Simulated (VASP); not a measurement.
These are r2SCAN meta-GGA, VASP's PBE PAW potentials (set 64) (plane waves; VASP) values and carry that method's errors.

VASP input:

### INCAR
```
# general
SYSTEM  = TiO2
PREC    = Accurate
ENCUT   = 620
LREAL   = .FALSE.
LASPH   = .TRUE.

# electronic loop
EDIFF   = 1E-6
NELM    = 100
ALGO    = Normal
LMAXMIX = 4
LMIXTAU = .TRUE.

# smearing
ISMEAR  = 0
SIGMA   = 0.05

# functional
METAGGA = R2SCAN

# ions
IBRION  = 2
NSW     = 40
ISIF    = 3
EDIFFG  = -0.02
PSTRESS = 450

# output
LWAVE   = .FALSE.
LCHARG  = .FALSE.
```

**KPOINTS**
```
Automatic
0
Gamma
  5 5 8
0 0 0
```

File POSCAR:
```
TiO2
1.0
  4.4200222598   0.0000000000   0.0000000000
  0.0000000000   4.4200222598   0.0000000000
  0.0000000000   0.0000000000   2.8953429023
Ti O
2 4
Direct
  0.0000000000   0.0000000000   0.0000000000
  0.5000000000   0.5000000000   0.5000000000
  0.3021082072   0.3021082072   0.0000000000
  0.8021082072   0.1978917928   0.5000000000
  0.1978917928   0.8021082072   0.5000000000
  0.6978917928   0.6978917928   0.0000000000
```

POTCAR, in this order: Ti_sv O (PBE.64 set). Program: vasp_std.

Problem. What will the output report for the number of irreducible k-points (NKPTS), largest plane-wave count, number of space-group operations, FFT grid (NGX, NGY, NGZ)?

Solution. 
| Property | Result |
|---|---|
| number of irreducible k-points (NKPTS) | 30 |
| largest plane-wave count | 2004 |
| number of space-group operations | 16 |
| FFT grid (NGX, NGY, NGZ) | 36 × 36 × 24 |

The compound is TiO2 in the rutile structure. This run relaxes it under an external pressure of 45 GPa. Symmetry was kept, so distortions that lower it aren't found.
